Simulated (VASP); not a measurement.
A run of VASP 6.6.1 is set up as follows.

File INCAR:

```
SYSTEM = HfZrSe3
ALGO     = Fast           ! electronic algorithm
EDIFF    = 1E-4           ! SCF threshold, eV
EDIFFG   = -0.08          ! ionic threshold
ENCUT    = 520            ! plane-wave cutoff, eV
GGA      = PE             ! functional
IBRION   = 2              ! ionic algorithm
ISIF     = 3              ! what is computed and relaxed
ISMEAR   = 0              ! smearing method
KPAR     = 2            
LASPH    = .True.         ! aspherical terms in the spheres
LCHARG   = .False.        ! write CHGCAR
LREAL    = Auto         
LWAVE    = .False.        ! write WAVECAR
NELM     = 60             ! most SCF steps
NSW      = 24             ! ionic steps
PREC     = Normal         ! precision mode
SIGMA    = 0.15           ! smearing width, eV
```

KPOINTS

```
k-points
0
Gamma
  3 3 3
  0 0 0
```

The input POSCAR:

```
HfZrSe3
1.0
    6.6636133500      0.0000000000      0.0000000000
   -3.3318066700      5.7708584400      0.0000000000
    0.0000000000      0.0000000000      5.6284084700
Zr Hf Se
2 2 6
Direct
    0.0000000000      0.0000000000      0.5000000000
    0.0000000000      0.0000000000      0.0000000000
    0.6666666700      0.3333333300      0.2500000000
    0.3333333300      0.6666666700      0.7500000000
    0.8427359400      0.6854718900      0.7500000000
    0.1572640600      0.8427359400      0.2500000000
    0.6854718900      0.8427359400      0.2500000000
    0.3145281100      0.1572640600      0.7500000000
    0.1572640600      0.3145281100      0.2500000000
    0.8427359400      0.1572640600      0.7500000000
```

Potentials or basis: VASP PAW PBE potentials, release 64 (Zr_sv, Hf_pv, Se).

Run with:

```bash
$ cat potpaw_PBE.64/Zr_sv/POTCAR potpaw_PBE.64/Hf_pv/POTCAR potpaw_PBE.64/Se/POTCAR > POTCAR
$ mpirun -np 2 vasp_std > vasp.out
```

Question: Estimate the relaxed volume.

Answer: 22.90 Å³/atom.

Question: Estimate the relaxed cell.

Answer: a = 6.978 Å, b = 6.978 Å, c = 5.431 Å, α = 90.00°, β = 90.00°, γ = 120.00°.

Question: What does it give for the space group after relaxing (to 0.05 Å)?

Answer: P6_3/mmc (No. 194).

Question: What does it give for the band gap on the k mesh?

Answer: None (metal or under the smearing width).

Step by step:
```
step  energy change (eV)  largest force (eV/Å)  pressure (GPa)  volume (Å³)
   1              0.0000               10.5642           36.40       216.44
   2              4.0631                2.2943          -11.47       409.51
   3            -10.5782                0.2700           -5.64       276.90
   4            -10.7000                0.6485           -4.22       271.55
   5            -10.7305                1.0984           -2.62       266.37
   6            -10.7318                1.0151           -2.88       267.44
   7            -11.2099                0.8736           -1.81       253.81
   8            -11.5514                0.4873            0.98       234.84
   9            -11.7461                0.2441           -0.87       234.28
  10            -11.7661                0.4624           -1.28       234.05
  11            -11.9244                0.2911            0.04       228.30
  12            -11.9360                0.2415            0.54       226.68
  13            -11.9363                0.2308            0.61       226.45
  14            -11.9516                0.0716            0.05       229.04
```

Caveat: the k mesh is coarse (spacing up to 0.37 Å⁻¹), so the values aren't converged; the relaxation stopped at a loose force limit of 0.08 eV/Å, so its end isn't a converged minimum. Spin-orbit coupling is left out, which matters for the levels of Hf.
